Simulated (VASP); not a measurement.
Bulk modulus of diamond and zinc-blende semiconductors: measurement against PBE

Computed values from VASP (plane waves, PAW); cells keep the symmetry of their structure type. Static lattice, from a third-order Birch-Murnaghan fit over five volumes at each level.

Here x stands for PBE B0 and y for measured B0.

| solid | PBE B0 (GPa) | measured B0 (GPa) | cut-off (eV) | basis of the measured value |
|---|---|---|---|---|
| InSb | 36.8 | 46.1 | 520 | 0 K, zero-point corrected |
| GaAs | 59.6 | 76.7 | 520 | 0 K, zero-point corrected |
| AlAs | 67.3 | 75.0 | 520 | 0 K, zero-point corrected |
| Si | 89.0 | 100.8 | 520 | 0 K, zero-point corrected |
| SiC | 212.2 | 229.1 | 520 | 0 K, zero-point corrected |
| BN | 372.8 | ? | 520 | 0 K, zero-point corrected |

Fit y against x with a straight line, and predict the withheld value at x = 372.8.

With u = x - 93, the rows have u = -56.20, -33.40, -25.70, -4.00, 119.20. Means: u -0.020000, y 105.54. About the means, the sum of products is 19836 and the sum of squares of u is 19159; the slope is their ratio. Least squares gives y = 105.56 + 1.03533·u. Residuals (row less fit): -1.27, 5.72, -3.95, -0.62, 0.13; standard error 4.10 (degrees of freedom: 3). The slope is 1.04 with a standard error of 0.030. Before the fit, PBE less measured has mean -12.56, mean absolute 12.56 and median absolute 11.80 GPa over these 5 rows. At the withheld row, u = 279.80, so y = 105.56 + 1.03533 × 279.80 = 395.25 GPa. The measured value is 410.2 GPa, 14.95 GPa above the prediction (4.1 % of the range of y in the table). The row lies outside the fitted rows, so this is an extrapolation. From the scatter of the fitted rows alone, a prediction at this place has a standard error of 9.42 GPa, so the miss is 1.6 times that.

Plain PBE misses this row by -37.4 GPa. The rows are a random draw of 6 from the 13 solids that have both values on this basis (zero-point corrected by the source), of 26 computed in this series. Not drawn: V to Ni and open 4f shells, rows kept for tests, unfit runs, cells that left their space group, values derived or compiled from fits, values whose temperature is given only as extrapolated, encyclopaedia, home-page and unnamed sources, sources from 2025 on. Measured values as quoted by these papers, many of them computational: InSb Daniel Mejia-Rodriguez et al., Physical Review B (2018), arXiv:1807.09216; GaAs Daniel Mejia-Rodriguez et al., Physical Review B (2018), arXiv:1807.09216; AlAs Daniel Mejia-Rodriguez et al., Physical Review B (2018), arXiv:1807.09216; Si Jianwei Sun et al., Physical Review B (2011), doi:10.1103/physrevb.84.035117; SiC Daniel Mejia-Rodriguez et al., Physical Review B (2018), arXiv:1807.09216; BN Daniel Mejia-Rodriguez et al., Physical Review B (2018), arXiv:1807.09216.
